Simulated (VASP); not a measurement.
VASP runs on Ag (space group Fm-3m) share one base input (PBE GGA, plane waves, VASP's PBE PAW potentials (set 64)) and change the settings named in each case.

**KPOINTS**
```
Automatic mesh
0
Gamma
14 14 14
0 0 0
```

### POSCAR
```
Ag
1
    0.0000000000     2.0450000000     2.0450000000
    2.0450000000     0.0000000000     2.0450000000
    2.0450000000     2.0450000000     0.0000000000
Ag
1
Direct
  0.0000000000   0.0000000000   0.0000000000
```

**INCAR**
```
! general
SYSTEM  = Ag
PREC    = Accurate
ENCUT   = 300   ! plane-wave cut-off (eV)
LREAL   = F
LASPH   = T

! electronic loop
EDIFF   = 1E-6
NELM    = 100   ! most electronic steps
ALGO    = Normal   ! blocked Davidson
LMAXMIX = 4   ! l cut-off of mixed one-centre charges

! smearing
ISMEAR  = 0
SIGMA   = 0.1   ! width (eV)

! functional
GGA     = PE   ! PBE

! ions
ISIF    = 2   ! forces and stress, cell fixed

! output
LWAVE   = F
LCHARG  = F
```

POTCAR, in this order: Ag (PBE.64 set). Program: vasp_std.

```
change                                                                                                  E(σ→0) (eV/atom)  pressure (GPa)  −TS (eV)
------------------------------------------------------------------------------------------------------  ----------------  --------------  --------
base run                                                                                                         -2.7163            4.02   -0.0014
GGA = PS                                                                                                         -3.3139           -3.31   -0.0013
GGA_COMPAT = .FALSE., LNONCOLLINEAR = .TRUE., LSORBIT = .TRUE., MAGMOM = 0.0 0.0 0.0, program vasp_ncl           -2.7434            3.90   -0.0014
KPOINTS 1×1×1 Γ-centred mesh                                                                                    -10.3628          -73.16   -0.0899
```
 Energies of different potentials or functionals have different zeros.  At 300 eV the pressure can carry a Pulay error.

Left out are runs that ran out of time, are held back, or changed the cell or the kind of run, fixed moments of cells without a moment, rows past the twelfth, gaps on odd meshes, pressures of charged cells and columns that move by less than the noise.

The structure is a typed Ag crystal (Fm-3m). The cell was not relaxed at this level.
